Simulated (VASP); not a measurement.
Output of a VASP run:

File OSZICAR:
```
       N       E                     dE             d eps       ncg     rms          rms(c)
DAV:   1     0.539659441797E+02    0.53966E+02   -0.77867E+03   934   0.138E+03
DAV:   2    -0.305736377573E+02   -0.84540E+02   -0.79466E+02   930   0.249E+02
DAV:   3    -0.344808207919E+02   -0.39072E+01   -0.37944E+01  1196   0.601E+01
DAV:   4    -0.345509495457E+02   -0.70129E-01   -0.70060E-01  1035   0.770E+00
DAV:   5    -0.345530007883E+02   -0.20512E-02   -0.20505E-02  1216   0.137E+00    0.163E+01
DAV:   6    -0.361670660072E+02   -0.16141E+01   -0.49289E+01  1008   0.179E+02    0.236E+01
DAV:   7    -0.306065561219E+02    0.55605E+01   -0.13522E+01  1103   0.109E+02    0.469E+00
DAV:   8    -0.305665626406E+02    0.39993E-01   -0.21517E+00  1327   0.278E+01    0.363E+00
DAV:   9    -0.305085149855E+02    0.58048E-01   -0.25828E-01  1106   0.118E+01    0.520E-01
DAV:  10    -0.305289721861E+02   -0.20457E-01   -0.26613E-02  1232   0.252E+00    0.493E-01
DAV:  11    -0.305248992567E+02    0.40729E-02   -0.33233E-02  1129   0.475E+00    0.507E-01
DAV:  12    -0.305272602875E+02   -0.23610E-02   -0.14139E-02  1074   0.304E+00    0.449E-02
DAV:  13    -0.305273724935E+02   -0.11221E-03   -0.41632E-04  1108   0.387E-01    0.184E-02
DAV:  14    -0.305273501274E+02    0.22366E-04   -0.25731E-05  1288   0.872E-02    0.756E-03
DAV:  15    -0.305273689143E+02   -0.18787E-04   -0.65463E-06  1105   0.426E-02    0.856E-03
DAV:  16    -0.305273504172E+02    0.18497E-04   -0.33196E-06   894   0.318E-02    0.227E-03
DAV:  17    -0.305273527945E+02   -0.23774E-05   -0.23279E-07   515   0.742E-03    0.896E-04
DAV:  18    -0.305273531059E+02   -0.31132E-06   -0.72550E-08   530   0.301E-03
   1 F= -.30527353E+02 E0= -.30527344E+02  d E =-.305274E+02
       N       E                     dE             d eps       ncg     rms          rms(c)
DAV:   1    -0.305299708217E+02   -0.26180E-02   -0.23166E-02   995   0.343E+00    0.495E-01
DAV:   2    -0.305346025826E+02   -0.46318E-02   -0.52790E-02  1114   0.627E+00    0.732E-01
DAV:   3    -0.305274081683E+02    0.71944E-02   -0.22675E-02  1106   0.422E+00    0.706E-02
DAV:   4    -0.305273797575E+02    0.28411E-04   -0.58069E-04   980   0.172E-01    0.376E-02
DAV:   5    -0.305273618678E+02    0.17890E-04   -0.38756E-05  1206   0.169E-01    0.973E-03
DAV:   6    -0.305273593909E+02    0.24769E-05   -0.62529E-06  1150   0.322E-02    0.391E-03
DAV:   7    -0.305273604206E+02   -0.10297E-05   -0.11466E-06   535   0.109E-02    0.129E-03
DAV:   8    -0.305273593513E+02    0.10693E-05   -0.46338E-07   475   0.776E-03    0.119E-03
DAV:   9    -0.305273599042E+02   -0.55287E-06   -0.81296E-08   470   0.499E-03
   2 F= -.30527360E+02 E0= -.30527379E+02  d E =-.679832E-05
```

### OUTCAR
```
------------------------ aborting loop because EDIFF is reached ----------------------------------------
  FORCE on cell =-STRESS in cart. coord.  units (eV):
  Direction    XX          YY          ZZ          XY          YZ          ZX
  --------------------------------------------------------------------------------------
  Total        0.0542634      0.0542634      0.0542634      0.0000000     -0.0000000      0.0000000
  in kB        2.2277510      2.2277510      2.2277510      0.0000000     -0.0000000      0.0000000
  external PRESSURE =       2.2277510 kB  Pullay stress =       0.0000000 kB
  volume of cell :       39.03
      direct lattice vectors                 reciprocal lattice vectors
    -0.000000000  2.692198067  2.692198067    -0.185721848  0.185721848  0.185721848
     2.692198067 -0.000000000  2.692198067     0.185721848 -0.185721848  0.185721848
     2.692198067  2.692198067  0.000000000     0.185721848  0.185721848 -0.185721848
 POSITION                                       TOTAL-FORCE (eV/Angst)
 -----------------------------------------------------------------------------------
      1.34610      1.34610      1.34610         0.000000      0.000000      0.000000
      4.03830      4.03830      4.03830        -0.000000     -0.000000     -0.000000
      2.69220      2.69220      5.38440         0.000000      0.000000      0.000000
 -----------------------------------------------------------------------------------
    total drift:                                0.000000      0.000000      0.000000
  FREE ENERGIE OF THE ION-ELECTRON SYSTEM (eV)
  ---------------------------------------------------
  free  energy   TOTEN  =       -30.5273599042 eV

  energy  without entropy=      -30.5274160529  energy(sigma->0) =      -30.52737862

 reached required accuracy - stopping structural energy minimisation
```
(Selected blocks of OUTCAR.)

**POSCAR**
```
NiSi2
1
   -0.0000000000     2.6949121428     2.6949121428
    2.6949121428     0.0000000000     2.6949121428
    2.6949121428     2.6949121428    -0.0000000000
Si Ni
2 1
Direct
  0.2500000000   0.2500000000   0.2500000000
  0.7500000000   0.7500000000   0.7500000000
  0.0000000000   0.0000000000   0.0000000000
```

Q: Reconstruct the remaining input files.

A: This is not unique; one that fits is the input of the run itself, r2SCAN meta-GGA, plane waves, VASP's PBE PAW potentials (set 64).

### INCAR
```
NSW  =  60   # most ionic steps
NELM  =  100   # most electronic steps
LMAXMIX  =  4
ISIF  =  3   # ions, shape and volume
ALGO  =  Normal   # blocked Davidson
SIGMA  =  0.1   # width (eV)
LREAL  =  .False.
EDIFF  =  1E-6
ISMEAR  =  1   # Methfessel-Paxton
EDIFFG  =  -0.02   # ionic stop
METAGGA  =  R2SCAN
LMIXTAU  =  .True.
ENCUT  =  480   # plane-wave cut-off (eV)
PREC  =  Accurate
LWAVE  =  .False.
SYSTEM  =  NiSi2
IBRION  =  2
LASPH  =  .True.   # aspherical one-centre terms
LCHARG  =  .False.
```

File KPOINTS:
```
Automatic mesh
0
Gamma
9 9 9
0 0 0
```

POTCAR, in this order: Si Ni (PBE.64 set). Program: vasp_std.

The compound is NiSi2 in the fluorite structure. This run relaxes it. Symmetry was kept, so distortions that lower it aren't found. The start is the result of an earlier pass. The run is not spin-polarised, so no magnetic state was tried.
